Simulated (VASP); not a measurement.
Output of a VASP run:

File OUTCAR:
```
 ion  position               nearest neighbor table
   1  0.000  0.000  0.000-   2 2.24   2 2.24   2 2.24   2 2.24   2 2.24   2 2.24   2 2.24   2 2.24
  LATTYP: Found a simple cubic cell.
 ALAT       =     2.5853738025
 Subroutine PRICEL returns:
 Original cell was already a primitive cell.
 Subroutine GETGRP returns: Found 48 space group operations
The static configuration has the point symmetry O_h .
The dynamic configuration has the point symmetry O_h .
The overall configuration has the point symmetry O_h .
 Subroutine INISYM returns: Found 48 space group operations
 Subroutine IBZKPT returns following result:
 Found     84 irreducible k-points:

 Following reciprocal coordinates:
            Coordinates               Weight
  0.000000  0.000000  0.000000      1.000000
  0.076923  0.000000  0.000000      6.000000
  0.153846  0.000000  0.000000      6.000000
  0.230769  0.000000  0.000000      6.000000
  0.307692  0.000000  0.000000      6.000000
  0.384615  0.000000  0.000000      6.000000
  0.461538  0.000000  0.000000      6.000000
  0.076923  0.076923  0.000000     12.000000
  0.153846  0.076923  0.000000     24.000000
  0.230769  0.076923  0.000000     24.000000
  0.307692  0.076923  0.000000     24.000000
  0.384615  0.076923  0.000000     24.000000
  0.461538  0.076923  0.000000     24.000000
  0.153846  0.153846  0.000000     12.000000
  0.230769  0.153846  0.000000     24.000000
  0.307692  0.153846  0.000000     24.000000
  0.384615  0.153846  0.000000     24.000000
  0.461538  0.153846  0.000000     24.000000
  0.230769  0.230769  0.000000     12.000000
  0.307692  0.230769  0.000000     24.000000
  0.384615  0.230769  0.000000     24.000000
  0.461538  0.230769  0.000000     24.000000
  0.307692  0.307692  0.000000     12.000000
  0.384615  0.307692  0.000000     24.000000
  0.461538  0.307692  0.000000     24.000000
  0.384615  0.384615  0.000000     12.000000
  0.461538  0.384615  0.000000     24.000000
  0.461538  0.461538  0.000000     12.000000
  0.076923  0.076923  0.076923      8.000000
  0.153846  0.076923  0.076923     24.000000
  0.230769  0.076923  0.076923     24.000000
  0.307692  0.076923  0.076923     24.000000
  0.384615  0.076923  0.076923     24.000000
  0.461538  0.076923  0.076923     24.000000
  0.153846  0.153846  0.076923     24.000000
  0.230769  0.153846  0.076923     48.000000
  0.307692  0.153846  0.076923     48.000000
  0.384615  0.153846  0.076923     48.000000
  0.461538  0.153846  0.076923     48.000000
  0.230769  0.230769  0.076923     24.000000
   k-points           NKPTS =     84   k-points in BZ     NKDIM =     84   number of bands    NBANDS=     13
   number of dos      NEDOS =    301   number of ions     NIONS =      2
   total plane-waves  NPLWV =   8000
   dimension x,y,z NGX =    20 NGY =   20 NGZ =   20
   dimension x,y,z NGXF=    40 NGYF=   40 NGZF=   40
   ions per type =               1   1
   PREC   = accura    normal or accurate (medium, high low for compatibility)
   ISTART =      0    job   : 0-new  1-cont  2-samecut
   ICHARG =      2    charge: 1-file 2-atom 10-const
   ISPIN  =      2    spin polarized calculation?
   LNONCOLLINEAR =      F non collinear calculations
   LSORBIT =      F    spin-orbit coupling
   INIWAV =      1    electr: 0-lowe 1-rand  2-diag
   ENCUT  =  520.0 eV  38.22 Ry    6.18 a.u.   4.81  4.81  4.81*2*pi/ulx,y,z
   NELM   =    100;   NELMIN=  2; NELMDL= -5     # of ELM steps
   EDIFF  = 0.1E-05   stopping-criterion for ELM
   LREAL  =      F    real-space projection
   NLSPLINE    = F    spline interpolate recip. space projectors
   LMAXMIX     =    4 max onsite mixed and CHGCAR
   VOSKOWN=      0    Vosko Wilk Nusair interpolation
   EDIFFG = -.1E-01   stopping-criterion for IOM
   NSW    =     60    number of steps for IOM
   NBLOCK =      1;   KBLOCK =     60    inner block; outer block
   IBRION =      2    ionic relax: 0-MD 1-quasi-New 2-CG
...
```

OSZICAR:
```
       N       E                     dE             d eps       ncg     rms          rms(c)
DAV:   1     0.779103822815E+02    0.77910E+02   -0.83630E+03  4536   0.166E+03
DAV:   2    -0.189258499048E+02   -0.96836E+02   -0.85062E+02  4708   0.295E+02
DAV:   3    -0.245304615056E+02   -0.56046E+01   -0.55011E+01  4853   0.812E+01
DAV:   4    -0.245891912885E+02   -0.58730E-01   -0.58691E-01  5265   0.810E+00
DAV:   5    -0.245904489686E+02   -0.12577E-02   -0.12576E-02  5037   0.120E+00    0.149E+01
DAV:   6    -0.210172313622E+02    0.35732E+01   -0.33392E+01  5069   0.112E+02    0.279E+01
DAV:   7    -0.183293286099E+02    0.26879E+01   -0.93412E+00  5224   0.884E+01    0.785E+00
DAV:   8    -0.183971895350E+02   -0.67861E-01   -0.95340E-01  6156   0.134E+01    0.302E+00
DAV:   9    -0.184130310055E+02   -0.15841E-01   -0.44583E-01  5920   0.108E+01    0.194E+00
DAV:  10    -0.184145966305E+02   -0.15656E-02   -0.43443E-02  5216   0.462E+00    0.816E-01
DAV:  11    -0.184237044628E+02   -0.91078E-02   -0.18323E-02  5587   0.168E+00    0.368E-01
DAV:  12    -0.184247020202E+02   -0.99756E-03   -0.35404E-03  6454   0.114E+00    0.215E-01
DAV:  13    -0.184251031782E+02   -0.40116E-03   -0.13014E-03  6362   0.840E-01    0.997E-02
DAV:  14    -0.184251141050E+02   -0.10927E-04   -0.25918E-04  6236   0.371E-01    0.643E-02
DAV:  15    -0.184251574770E+02   -0.43372E-04   -0.66926E-05  5671   0.168E-01    0.180E-02
DAV:  16    -0.184251582054E+02   -0.72837E-06   -0.20062E-05  6112   0.708E-02    0.536E-03
DAV:  17    -0.184251564411E+02    0.17642E-05   -0.17923E-06  2917   0.313E-02    0.180E-03
DAV:  18    -0.184251559117E+02    0.52947E-06   -0.52330E-07  2329   0.135E-02
   1 F= -.18425156E+02 E0= -.18424775E+02  d E =-.184252E+02  mag=    -2.0000
       N       E                     dE             d eps       ncg     rms          rms(c)
DAV:   1    -0.184301313583E+02   -0.49749E-02   -0.73696E-02  4468   0.502E+00    0.545E-01
DAV:   2    -0.184256325705E+02    0.44988E-02   -0.18589E-02  5043   0.364E+00    0.461E-01
DAV:   3    -0.184252844066E+02    0.34816E-03   -0.27573E-03  5477   0.168E+00    0.209E-01
DAV:   4    -0.184251902953E+02    0.94111E-04   -0.41674E-04  5253   0.315E-01    0.730E-02
DAV:   5    -0.184251623213E+02    0.27974E-04   -0.46148E-05  6562   0.154E-01    0.426E-02
DAV:   6    -0.184251545900E+02    0.77312E-05   -0.43571E-05  5650   0.783E-02    0.136E-02
DAV:   7    -0.184251544341E+02    0.15597E-06   -0.71156E-06  5287   0.592E-02
   2 F= -.18425154E+02 E0= -.18424755E+02  d E =0.147760E-05  mag=    -2.0000
       N       E                     dE             d eps       ncg     rms          rms(c)
DAV:   1    -0.184268374245E+02   -0.16828E-02   -0.24383E-02  4478   0.289E+00    0.313E-01
DAV:   2    -0.184254179314E+02    0.14195E-02   -0.60205E-03  4993   0.205E+00    0.261E-01
DAV:   3    -0.184253083071E+02    0.10962E-03   -0.88425E-04  5490   0.953E-01    0.122E-01
DAV:   4    -0.184252686908E+02    0.39616E-04   -0.13389E-04  5382   0.188E-01    0.413E-02
DAV:   5    -0.184252576182E+02    0.11073E-04   -0.15198E-05  6259   0.876E-02    0.246E-02
DAV:   6    -0.184252498133E+02    0.78049E-05   -0.14124E-05  5668   0.445E-02    0.775E-03
DAV:   7    -0.184252490268E+02    0.78652E-06   -0.20468E-06  2702   0.332E-02
   3 F= -.18425249E+02 E0= -.18424860E+02  d E =-.931151E-04  mag=    -2.0000
```

**OUTCAR**
```
------------------------ aborting loop because EDIFF is reached ----------------------------------------
  FORCE on cell =-STRESS in cart. coord.  units (eV):
  Direction    XX          YY          ZZ          XY          YZ          ZX
  --------------------------------------------------------------------------------------
  Total        0.0131158      0.0131158      0.0131158      0.0000000      0.0000000     -0.0000000
  in kB        1.2130388      1.2130388      1.2130388      0.0000000      0.0000000     -0.0000000
  external PRESSURE =       1.2130388 kB  Pullay stress =       0.0000000 kB
  volume of cell :       17.32
      direct lattice vectors                 reciprocal lattice vectors
     2.587481072  0.000000000 -0.000000000     0.386476257  0.000000000  0.000000000
    -0.000000000  2.587481072 -0.000000000    -0.000000000  0.386476257 -0.000000000
    -0.000000000  0.000000000  2.587481072     0.000000000  0.000000000  0.386476257
 POSITION                                       TOTAL-FORCE (eV/Angst)
 -----------------------------------------------------------------------------------
      0.00000      0.00000      0.00000         0.000000      0.000000      0.000000
      1.29374      1.29374      1.29374        -0.000000      0.000000      0.000000
 -----------------------------------------------------------------------------------
    total drift:                               -0.000000      0.000000      0.000000
  FREE ENERGIE OF THE ION-ELECTRON SYSTEM (eV)
  ---------------------------------------------------
  free  energy   TOTEN  =       -18.4252490268 eV

  energy  without entropy=      -18.4240829677  energy(sigma->0) =      -18.42486034

 total charge

# of ion       s       p       d       tot
------------------------------------------
    1        0.309   0.366   8.255   8.930
    2        1.590   3.365   0.000   4.955
--------------------------------------------------
tot          1.900   3.731   8.255  13.885

 magnetization (x)

# of ion       s       p       d       tot
------------------------------------------
    1        0.011   0.007  -1.503  -1.484
    2       -0.014  -0.473   0.000  -0.487
--------------------------------------------------
tot         -0.003  -0.465  -1.503  -1.971

 reached required accuracy - stopping structural energy minimisation
```
(Selected blocks of OUTCAR.)

POSCAR:
```
NiO
1
    2.5853738025    -0.0000000000    -0.0000000000
    0.0000000000     2.5853738025    -0.0000000000
   -0.0000000000     0.0000000000     2.5853738025
Ni O
1 1
Direct
  0.0000000000   1.0000000000   0.0000000000
  0.5000000000   0.5000000000   0.5000000000
```

Problem. Reconstruct the remaining input files.

Solution. One answer among several that fit: the input of the run itself, r2SCAN meta-GGA, plane waves, VASP's PBE PAW potentials (set 64).

### INCAR
```
SYSTEM=NiO
PREC=Accurate; ENCUT=520; LREAL=.False.
LASPH=.True.
EDIFF=1E-6; NELM=100; ALGO=Normal
LMAXMIX=4; LMIXTAU=.True.
ISMEAR=1; SIGMA=0.1
METAGGA=R2SCAN
MAGMOM=-1.5 -0.5
ISPIN=2
IBRION=2; NSW=60; ISIF=3
EDIFFG=-0.01
LWAVE=.False.; LCHARG=.False.; LORBIT=10
```

**KPOINTS**
```
Automatic mesh
0
Gamma
13 13 13
0 0 0
```

POTCAR, in this order: Ni O (PBE.64 set). Program: vasp_std.

The structure was generated: NiO was put into the CsCl type (Pm-3m), which need not be its known phase. This run relaxes it. Symmetry was kept, so distortions that lower it aren't found. The start is the result of an earlier pass.
